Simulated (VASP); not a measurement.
# Co3Bi (Fm-3m) in VASP: single point with PBE

Aim: the single point of Co3Bi with PBE.

Everything below comes from runs of VASP 6.6.1. Logs are shortened: lines on timing, memory, paths and dates and some standing lists are left out, and cuts for length are marked.

### 1 Starting point

It takes space group Fm-3m (No. 225, cubic). The conventional cell has a = 6.123 Å, b = 6.123 Å, c = 6.123 Å, α = 90.00°, β = 90.00°, γ = 90.00°. Co (site symmetry -43m) is surrounded by 4 Co at 2.65 Å and 4 Bi at 2.65 Å. Co (site symmetry m-3m) is surrounded by 8 Co at 2.65 Å. Around Bi (site symmetry m-3m) lie 8 Co at 2.65 Å.

The cell was built by a generator and needn't be a form met in nature.

### 2 Single point, PBE, collinear spin, typed start

The input, INCAR:

```
  PREC = Accurate
  ENCUT = 520
  EDIFF = 1E-6
  ISMEAR = 0
  SIGMA = 0.1
  LREAL = F
  LASPH = T
  NELM = 150
  ALGO = Normal
  ISIF = 2
  LWAVE = F
  LCHARG = F
  ISPIN = 2
  MAGMOM = 1.58 1.58 1.83 0
  LORBIT = 11
  LMAXMIX = 4
  GGA = PE
  NBANDS = 33
```

The input, KPOINTS:

```
Automatic mesh
0
Gamma
  12 12 12
```

The input, POSCAR:

```
Co3Bi
1.0
    0.0000000000      3.0616054462      3.0616054462
    3.0616054462      0.0000000000      3.0616054462
    3.0616054462      3.0616054462      0.0000000000
Co Bi
3 1
Direct
    0.2500000000      0.2500000000      0.2500000000
    0.7500000000      0.7500000000      0.7500000000
    0.5000000000      0.5000000000      0.5000000000
    0.0000000000      0.0000000000      0.0000000000
```

Potentials or basis: VASP PAW PBE potentials, release 64 (Co, Bi_d).

Started as:

```console
$ cat potpaw_PBE.64/Co/POTCAR potpaw_PBE.64/Bi_d/POTCAR > POTCAR
$ mpirun -np 1 vasp_std > vasp.out
```

OUTCAR:

```text
PREC = Accurate
   ENCUT = 520
   EDIFF = 1E-6
   ISMEAR = 0
   LREAL = F
   LASPH = T
   NELM = 150
   ISIF = 2
   ISPIN = 2
   LORBIT = 11
   GGA = PE

 ion  position               nearest neighbor table
   1  0.250  0.250  0.250-   4 2.65   4 2.65   4 2.65   3 2.65   4 2.65   3 2.65   3 2.65   3 2.65
                             2 3.06   2 3.06   2 3.06   2 3.06   2 3.06   2 3.06
   2  0.750  0.750  0.750-   3 2.65   3 2.65   3 2.65   3 2.65   4 2.65   4 2.65   4 2.65   4 2.65
                             1 3.06   1 3.06   1 3.06   1 3.06   1 3.06   1 3.06
   3  0.500  0.500  0.500-   1 2.65   1 2.65   1 2.65   1 2.65   2 2.65   2 2.65   2 2.65   2 2.65
                             4 3.06   4 3.06   4 3.06   4 3.06   4 3.06   4 3.06
   4  0.000  0.000  0.000-   2 2.65   2 2.65   2 2.65   1 2.65   2 2.65   1 2.65   1 2.65   1 2.65
                             3 3.06   3 3.06   3 3.06   3 3.06   3 3.06   3 3.06

  LATTYP: Found a face centered cubic cell.
 ALAT       =     6.1232108924

  Lattice vectors:

 A1 = (   0.0000000000,   3.0616054462,   3.0616054462)
 A2 = (   3.0616054462,   0.0000000000,   3.0616054462)
 A3 = (   3.0616054462,   3.0616054462,   0.0000000000)

Analysis of symmetry for initial positions (statically):
=====================================================================
 Subroutine PRICEL returns:
 Original cell was already a primitive cell.

 Routine SETGRP: Setting up the symmetry group for a
 face centered cubic supercell.

 Subroutine GETGRP returns: Found 48 space group operations
 (whereof 48 operations were pure point group operations)
 out of a pool of 48 trial point group operations.

The static configuration has the point symmetry O_h .

Analysis of symmetry for dynamics (positions and initial velocities):
=====================================================================
 Subroutine PRICEL returns:
 Original cell was already a primitive cell.

 Routine SETGRP: Setting up the symmetry group for a
 face centered cubic supercell.

 Subroutine GETGRP returns: Found 48 space group operations
 (whereof 48 operations were pure point group operations)
 out of a pool of 48 trial point group operations.

The dynamic configuration has the point symmetry O_h .

Analysis of structural, dynamic, and magnetic symmetry:
=====================================================================
 Subroutine PRICEL returns:
 Original cell was already a primitive cell.

 Routine SETGRP: Setting up the symmetry group for a
 face centered cubic supercell.

 Subroutine GETGRP returns: Found 48 space group operations
 (whereof 48 operations were pure point group operations)
 out of a pool of 48 trial point group operations.

The overall configuration has the point symmetry O_h .

 Subroutine INISYM returns: Found 48 space group operations
 (whereof 48 operations are pure point group operations),
 and found     1 'primitive' translations

----------------------------------------------------------------------------------------

                                     Primitive cell

  volume of cell :      57.3955

  direct lattice vectors                    reciprocal lattice vectors
     0.000000000  3.061605446  3.061605446    -0.163313010  0.163313010  0.163313010
     3.061605446  0.000000000  3.061605446     0.163313010 -0.163313010  0.163313010
     3.061605446  3.061605446  0.000000000     0.163313010  0.163313010 -0.163313010

  length of vectors
     4.329763945  4.329763945  4.329763945     0.282866430  0.282866430  0.282866430

  position of ions in fractional coordinates (direct lattice)
     0.250000000  0.250000000  0.250000000
     0.750000000  0.750000000  0.750000000
     0.500000000  0.500000000  0.500000000
     0.000000000  0.000000000  0.000000000

  ion indices of the primitive-cell ions
   primitive index   ion index
                 1           1
                 2           2
                 3           3
                 4           4

----------------------------------------------------------------------------------------

 KPOINTS: Automatic mesh

Automatic generation of k-mesh.
 Grid dimensions read from file:
 generate k-points for:   12   12   12

 Generating k-lattice:

  Cartesian coordinates                     Fractional coordinates (reciprocal lattice)
    -0.013609417  0.013609417  0.013609417     0.083333333  0.000000000  0.000000000
     0.013609417 -0.013609417  0.013609417     0.000000000  0.083333333  0.000000000
     0.013609417  0.013609417 -0.013609417     0.000000000  0.000000000  0.083333333

  Length of vectors
     0.023572203  0.023572203  0.023572203

  Shift w.r.t. Gamma in fractional coordinates (k-lattice)
     0.000000000  0.000000000  0.000000000

 Subroutine IBZKPT returns following result:
 ===========================================

 Found     72 irreducible k-points:

 Following reciprocal coordinates:
            Coordinates               Weight
  0.000000  0.000000  0.000000      1.000000
  0.083333  0.000000  0.000000      8.000000
  0.166667  0.000000  0.000000      8.000000
  0.250000  0.000000  0.000000      8.000000
  0.333333  0.000000  0.000000      8.000000
  0.416667  0.000000  0.000000      8.000000
[... 16 lines left out ...]
  0.500000  0.166667  0.000000     24.000000
 -0.416667  0.166667  0.000000     24.000000
 [... further k-points ...]
   k-points           NKPTS =     72   k-points in BZ     NKDIM =     72   number of bands    NBANDS=     33
   number of dos      NEDOS =    301   number of ions     NIONS =      4
   total plane-waves  NPLWV =  32768
   dimension x,y,z NGX =    32 NGY =   32 NGZ =   32
   dimension x,y,z NGXF=    64 NGYF=   64 NGZF=   64
   ions per type =               3   1
   NGX,Y,Z   is equivalent  to a cutoff of  12.29, 12.29, 12.29 a.u.
   NGXF,Y,Z  is equivalent  to a cutoff of  24.57, 24.57, 24.57 a.u.
 SYSTEM =  unknown system
   PREC   = accura    normal or accurate (medium, high low for compatibility)
   ISTART =      0    job   : 0-new  1-cont  2-samecut
   ICHARG =      2    charge: 1-file 2-atom 10-const
   ISPIN  =      2    spin polarized calculation?
   LNONCOLLINEAR =      F non collinear calculations
   LSORBIT =      F    spin-orbit coupling
   LASPH  =      T    aspherical Exc in radial PAW
   ENCUT  =  520.0 eV  38.22 Ry    6.18 a.u.   8.05  8.05  8.05*2*pi/ulx,y,z
   NELM   =    150;   NELMIN=  2; NELMDL= -5     # of ELM steps
   EDIFF  = 0.1E-05   stopping-criterion for ELM
   LREAL  =      F    real-space projection
[... 7 lines left out ...]
   TEBEG  =    0.0;   TEEND  =   0.0 temperature during run
   PSTRESS=    0.0 pullay stress
   NELECT =      42.0000    total number of electrons
   NUPDOWN=      -1.0000    fix difference up-down
   EMIN   =  10.00;   EMAX   =-10.00  energy-range for DOS
   EFERMI =   0.00;   METHOD = LEGACY
   ISMEAR =     0;   SIGMA  =   0.10  broadening in eV -4-tet -1-fermi 0-gaus
   EFERMI_NEDOS =   21; number of points for ismear=-14 and -15
   IALGO  =     38    algorithm
   IMIX   =      4    mixing-type and parameters
     AMIX     =   0.40;   BMIX     =  1.00
     AMIX_MAG =   1.60;   BMIX_MAG =  1.00
  volume/ion in A,a.u.               =      14.35        96.83
  Fermi-wavevector in a.u.,A,eV,Ry     =   1.475249  2.787817 29.611176  2.176360
  Thomas-Fermi vector in A             =   2.589921
   LORBIT       =     11    0 simple, 1 ext, 2 COOP (PROOUT), +10 PAW based schemes
   GGA     = PE    functional components
   LHFCALC =     F    Hartree Fock is set to
   AEXX    =    0.0000 exact exchange contribution
   IVDW    =     0    specifies the selected vdW correction
   LEPSILON=     F    determine dielectric tensor
   LRPA    =     F    only Hartree local field effects (RPA)
 spin polarized calculation
 Gauss-broadening in eV      SIGMA  =   0.10
  energy-cutoff  :      520.00
  volume of cell :       57.40
 maximum number of plane-waves:      1572
   NGX = 17   NGY = 17   NGZ = 17

 number of electron      41.9999976 magnetization       4.2404785

 Free energy of the ion-electron system (eV)
  ---------------------------------------------------
  ext. energy  EPLUGINS =         0.00000000
  ---------------------------------------------------
  free energy    TOTEN  =       -23.22462791 eV

  energy without entropy =      -23.21044684  energy(sigma->0) =      -23.21753738

 E-fermi :  10.6957     XC(G=0): -12.5767

 val. band max:       10.6903371809   @ k =   0.2500   0.0833   0.0000
 cond. band min:      10.6971031239   @ k =  -0.1667   0.1667   0.0000
 fundamental gap:      0.0067659430
 Fermi energy:        10.6957380368

 spin component 1

 k-point     1 :       0.0000    0.0000    0.0000
  band No.  band energies     occupation
      1     -12.3698      1.00000
      2     -12.3698      1.00000
      3     -12.3698      1.00000
      4     -12.3068      1.00000
      5     -12.3068      1.00000
      6      -2.6750      1.00000
[... 25 lines left out ...]
     32      16.5387      0.00000
     33      21.5213      0.00000

 k-point     2 :       0.0833    0.0000    0.0000
  band No.  band energies     occupation
      1     -12.3699      1.00000
      2     -12.3692      1.00000
      3     -12.3692      1.00000
      4     -12.3066      1.00000
      5     -12.3066      1.00000
      6      -2.6097      1.00000
[... 25 lines left out ...]
     32      17.2665      0.00000
     33      21.7976      0.00000
[... 754 lines left out ...]
     32      22.0811      0.00000
     33      22.2114      0.00000

 k-point    24 :      -0.4167    0.1667    0.0000
  band No.  band energies     occupation
      1     -12.3692      1.00000
      2     -12.3622      1.00000
      3     -12.3579      1.00000
      4     -12.3033      1.00000
      5     -12.2999      1.00000
      6      -1.2818      1.00000
[... 25 lines left out ...]
     32      23.3827      0.00000
     33      23.6071      0.00000

 [... further k-points ...]

 spin component 2

 k-point     1 :       0.0000    0.0000    0.0000
  band No.  band energies     occupation
      1     -12.3661      1.00000
      2     -12.3661      1.00000
      3     -12.3661      1.00000
      4     -12.3027      1.00000
      5     -12.3027      1.00000
      6      -2.6760      1.00000
[... 25 lines left out ...]
     32      16.7696      0.00000
     33      21.9367      0.00000

 k-point     2 :       0.0833    0.0000    0.0000
  band No.  band energies     occupation
      1     -12.3662      1.00000
      2     -12.3655      1.00000
      3     -12.3655      1.00000
      4     -12.3025      1.00000
      5     -12.3025      1.00000
      6      -2.6108      1.00000
[... 25 lines left out ...]
     32      17.6232      0.00000
     33      22.1822      0.00000
[... 754 lines left out ...]
     32      22.2853      0.00000
     33      22.3323      0.00000

 k-point    24 :      -0.4167    0.1667    0.0000
  band No.  band energies     occupation
      1     -12.3653      1.00000
      2     -12.3583      1.00000
      3     -12.3540      1.00000
      4     -12.2994      1.00000
      5     -12.2959      1.00000
      6      -1.2801      1.00000
[... 25 lines left out ...]
     32      23.4852      0.00000
     33      23.8217      0.00000

 [... further k-points ...]

------------------------ aborting loop because EDIFF is reached ----------------------------------------

  FORCE on cell =-STRESS in cart. coord.  units (eV):
  Direction    XX          YY          ZZ          XY          YZ          ZX
  --------------------------------------------------------------------------------------
  -------------------------------------------------------------------------------------
  Total       -0.0582771     -0.0582771     -0.0582771      0.0000000      0.0000000     -0.0000000
  in kB       -1.6267881     -1.6267881     -1.6267881      0.0000000      0.0000000     -0.0000000
  external PRESSURE =      -1.6267881 kB  Pullay stress =       0.0000000 kB

 VOLUME and BASIS-vectors are now :
 -----------------------------------------------------------------------------
  energy-cutoff  :      520.00
  volume of cell :       57.40
      direct lattice vectors                 reciprocal lattice vectors
     0.000000000  3.061605446  3.061605446    -0.163313010  0.163313010  0.163313010
     3.061605446  0.000000000  3.061605446     0.163313010 -0.163313010  0.163313010
     3.061605446  3.061605446  0.000000000     0.163313010  0.163313010 -0.163313010

 POSITION                                       TOTAL-FORCE (eV/Angst)
 -----------------------------------------------------------------------------------
      1.53080      1.53080      1.53080         0.000000     -0.000000     -0.000000
      4.59241      4.59241      4.59241        -0.000000      0.000000      0.000000
      3.06161      3.06161      3.06161         0.000000      0.000000      0.000000
      0.00000      0.00000      0.00000         0.000000      0.000000     -0.000000
 -----------------------------------------------------------------------------------
    total drift:                                0.000000     -0.000000      0.000000

  FREE ENERGIE OF THE ION-ELECTRON SYSTEM (eV)
  ---------------------------------------------------
  free  energy   TOTEN  =       -23.2246279130 eV

  energy  without entropy=      -23.2104468398  energy(sigma->0) =      -23.21753738

 total charge

# of ion       s       p       d       tot
------------------------------------------
    1        0.376   0.383   7.400   8.159
    2        0.376   0.383   7.400   8.159
    3        0.378   0.349   7.297   8.024
    4        1.422   1.550  10.031  13.003
--------------------------------------------------
tot          2.552   2.664  32.129  37.345

 magnetization (x)

# of ion       s       p       d       tot
------------------------------------------
    1        0.009  -0.010   1.376   1.376
    2        0.009  -0.010   1.376   1.376
    3        0.003  -0.008   1.593   1.589
    4        0.024  -0.006  -0.017   0.001
--------------------------------------------------
tot          0.045  -0.033   4.329   4.341
```

Run time: 1.8 min. Hardware: 1 thread of Intel Xeon 6975P-C (Granite Rapids), shared host; peak memory 0.34 GiB.

Results:

```
Free energy                                           : -23.2246 eV
Pressure                                              : -0.2 GPa
Band gap on the k mesh                                : none (metal or under the smearing width)
Net moment                                            : 4.24 μB per cell
Site moments                                          : Co +1.38, +1.59; Bi +0.00 μB
Valence electrons inside the program's atomic spheres : Co 8.16, 8.02; Bi 13.00
```

Caveat: spin-orbit coupling is left out, which moves the levels of the heavy elements.
